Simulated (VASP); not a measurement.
```yaml
crystal:
  lattice:
    - [3.82839, 0.00000, 0.00000]
    - [0.00000, 5.41417, 0.00000]
    - [0.00000, 0.00000, 26.25109]
  atoms:
    - { symbol: Li, position: [0.00000, 0.00000, 0.32989] }
    - { symbol: Li, position: [0.50000, 0.50000, 0.38109] }
    - { symbol: Li, position: [0.00000, 0.00000, 0.46906] }
    - { symbol: Li, position: [0.50000, 0.50000, 0.53094] }
    - { symbol: Li, position: [0.00000, 0.00000, 0.61891] }
    - { symbol: Li, position: [0.50000, 0.50000, 0.67011] }
    - { symbol: Br, position: [0.50000, 0.00000, 0.39179] }
    - { symbol: Br, position: [0.00000, 0.50000, 0.31483] }
    - { symbol: Br, position: [0.50000, 0.00000, 0.53789] }
    - { symbol: Br, position: [0.00000, 0.50000, 0.46211] }
    - { symbol: Br, position: [0.50000, 0.00000, 0.68517] }
    - { symbol: Br, position: [0.00000, 0.50000, 0.60821] }
```

Method: PBEsol GGA, VASP's PBE PAW potentials (set 64) (plane waves; VASP). Run with PREC = Normal, 450 eV cut-off, 5×4×1 Γ-centred mesh, Gaussian smearing of 0.050 eV, potentials Li_sv Br.

Estimate the energy per atom (σ→0), band gap (on the k-mesh) with the smallest direct gap where there is one.

```json
{
 "band gap (on the k-mesh)": "4.36 eV",
 "smallest direct gap (on the k-mesh)": "4.36 eV",
 "energy per atom (σ→0)": "-3.407 eV/atom"
}
```

The cell is a thin slab with vacuum, built from LiBr (rock salt): (110) face.
